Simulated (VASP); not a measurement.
Data:

```
Fe
1.0
   -1.43500     1.43500     1.43500
    1.43500    -1.43500     1.43500
    1.43500     1.43500    -1.43500
Fe
1
Cartesian
  0.00000   0.00000   0.00000
```
Starting moments (μB, in the order of the record's atoms Fe): 2.5.

Calculation: r2SCAN+rVV10, VASP's PBE PAW potentials (set 64) (plane waves; VASP). Run with 520 eV cut-off, 16×16×16 Γ-centred mesh, first-order Methfessel-Paxton smearing of 0.10 eV, potentials Fe.

Energy and stress use the plane-wave basis of the starting cell.

Q: The ions, cell shape and volume are relaxed. Which structure does the run end with?

A: 
```
Fe
1.0
   -1.42490     1.42490     1.42490
    1.42490    -1.42490     1.42490
    1.42490     1.42490    -1.42490
Fe
1
Cartesian
  0.00000   0.00000   0.00000
```
Space group Im-3m (229), at a tolerance of 0.03 Å. The cell ends with 2.59 μB, on the sites 2.65 μB.

Q: How do energy and volume change from the first to the last step?

A: The energy (σ→0) changes by -2.9 meV/atom and the volume by -2.1 %, in 3 ionic steps.

The compound is Fe in the bcc structure. This run relaxes it. Symmetry was kept, so distortions that lower it aren't found.
